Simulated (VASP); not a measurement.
Level of theory: PBE GGA, VASP's PBE PAW potentials (set 64) (plane waves; VASP).

VASP input:

**POSCAR**
```
WSi2
1
   -1.6050000000     1.6050000000     3.9150000000
    1.6050000000    -1.6050000000     3.9150000000
    1.6050000000     1.6050000000    -3.9150000000
Si W
2 1
Direct
  0.6650000000   0.6650000000   0.0000000000
  0.3350000000   0.3350000000   0.0000000000
  0.0000000000   0.0000000000   0.0000000000
```

**KPOINTS**
```
Automatic mesh
0
Gamma
14 14 14
0 0 0
```

**INCAR**
```
SYSTEM = WSi2
PREC = Accurate
ENCUT = 300
EDIFF = 1E-6
NELM = 100
ALGO = Normal
LREAL = .FALSE.
LASPH = .TRUE.
ISMEAR = -1
SIGMA = 0.3
GGA = PE
LMAXMIX = 6
LWAVE = .FALSE.
LCHARG = .FALSE.
ISIF = 2
```

POTCAR, in this order: Si W_sv (PBE.64 set). Program: vasp_std.

The resulting files:

### OSZICAR
```
       N       E                     dE             d eps       ncg     rms          rms(c)
DAV:   1     0.884308611716E+02    0.88431E+02   -0.82269E+03  7430   0.101E+03
DAV:   2    -0.232390480669E+02   -0.11167E+03   -0.11023E+03  8678   0.277E+02
DAV:   3    -0.257244060494E+02   -0.24854E+01   -0.24376E+01  9728   0.398E+01
DAV:   4    -0.257417441484E+02   -0.17338E-01   -0.17305E-01  8412   0.364E+00
DAV:   5    -0.257419394264E+02   -0.19528E-03   -0.19526E-03  9819   0.369E-01    0.255E+01
DAV:   6    -0.249614252083E+02    0.78051E+00   -0.47647E+00  8804   0.161E+01    0.872E+00
DAV:   7    -0.248793889057E+02    0.82036E-01   -0.32798E-01  8279   0.337E+00    0.473E+00
DAV:   8    -0.248559494713E+02    0.23439E-01   -0.49833E-02  9448   0.196E+00    0.306E-01
DAV:   9    -0.248555467687E+02    0.40270E-03   -0.12673E-03  8650   0.285E-01    0.178E-01
DAV:  10    -0.248554691532E+02    0.77616E-04   -0.31064E-04  9077   0.172E-01    0.351E-02
DAV:  11    -0.248554630742E+02    0.60790E-05   -0.38717E-05  9231   0.492E-02    0.146E-02
DAV:  12    -0.248554632690E+02   -0.19486E-06   -0.15701E-06  5929   0.871E-03
   1 F= -.24855463E+02 E0= -.24769233E+02  d E =-.172461E+00
```

**OUTCAR**
```
------------------------ aborting loop because EDIFF is reached ----------------------------------------
  FORCE on cell =-STRESS in cart. coord.  units (eV):
  Direction    XX          YY          ZZ          XY          YZ          ZX
  --------------------------------------------------------------------------------------
  Total        0.9309158      0.9309158      1.2820847      0.0000000      0.0000000      0.0000000
  in kB       36.9725291     36.9725291     50.9196560      0.0000000      0.0000000      0.0000000
  external PRESSURE =      41.6215714 kB  Pullay stress =       0.0000000 kB
  volume of cell :       40.34
      direct lattice vectors                 reciprocal lattice vectors
    -1.605000000  1.605000000  3.915000000     0.000000000  0.311526480  0.127713921
     1.605000000 -1.605000000  3.915000000     0.311526480  0.000000000  0.127713921
     1.605000000  1.605000000 -3.915000000     0.311526480  0.311526480  0.000000000
 POSITION                                       TOTAL-FORCE (eV/Angst)
 -----------------------------------------------------------------------------------
      0.00000      0.00000      5.20695        -0.000000     -0.000000      0.193537
      0.00000      0.00000      2.62305         0.000000      0.000000     -0.193537
      0.00000      0.00000      0.00000         0.000000      0.000000     -0.000000
 -----------------------------------------------------------------------------------
    total drift:                                0.000000      0.000000     -0.000000
  FREE ENERGIE OF THE ION-ELECTRON SYSTEM (eV)
  ---------------------------------------------------
  free  energy   TOTEN  =       -24.8554632690 eV

  energy  without entropy=      -24.6830022247  energy(sigma->0) =      -24.76923275
```
(Selected blocks of OUTCAR.)

File OUTCAR:
```
 val. band max:       12.0186336022   @ k =  -0.3571   0.5000   0.3571

 cond. band min:      12.0683566776   @ k =  -0.4286   0.5000   0.2857


 Fermi energy:        12.0207917629

 k-point     1 :       0.0000    0.0000    0.0000
  band No.  band energies     occupation
      1     -61.8596      2.00000
      2     -26.1347      2.00000
      3     -26.1074      2.00000
      4     -26.1074      2.00000
      5      -2.0988      2.00000
      6       5.1135      2.00000
      7       8.2466      1.99999
      8       8.6474      1.99997
      9       9.1547      1.99986
     10       9.1547      1.99986
     11      12.6045      0.25002
     12      14.7785      0.00020
     13      14.9526      0.00011
     14      15.0679      0.00008
     15      15.0679      0.00008

 k-point     2 :       0.0714   -0.0000    0.0000
  band No.  band energies     occupation
      1     -61.8599      2.00000
      2     -26.1341      2.00000
      3     -26.1188      2.00000
      4     -26.1066      2.00000
      5      -2.0008      2.00000
      6       5.1219      2.00000
      7       7.9403      2.00000
      8       8.6499      1.99997
      9       9.2203      1.99982
     10       9.2812      1.99978
     11      12.2094      0.69566
     12      14.4861      0.00054
     13      14.7291      0.00024
     14      15.2426      0.00004
     15      15.5195      0.00002

 k-point     3 :       0.1429    0.0000    0.0000
  band No.  band energies     occupation
      1     -61.8591      2.00000
      2     -26.1499      2.00000
      3     -26.1319      2.00000
      4     -26.1038      2.00000
      5      -1.7106      2.00000
      6       5.1193      2.00000
      7       7.3383      2.00000
      8       8.5981      1.99998
      9       9.4093      1.99967
     10       9.4507      1.99962
     11      11.4836      1.71401
     12      13.7756      0.00575
     13      14.3460      0.00086
     14      15.9370      0.00000
     15      16.2690      0.00000
...
```

At this cut-off the stress carries a Pulay error, which pulls relaxed volumes low.  Unless said otherwise, spin-orbit coupling is left out, though it shifts the bands of the heavy elements here.

The structure is a typed WSi2 crystal. The cell was not relaxed at this level. The run is one of a series of settings (SIGMA = 0.3, KPOINTS 14×14×14 Γ-centred mesh against the base run), some of them coarse on purpose.
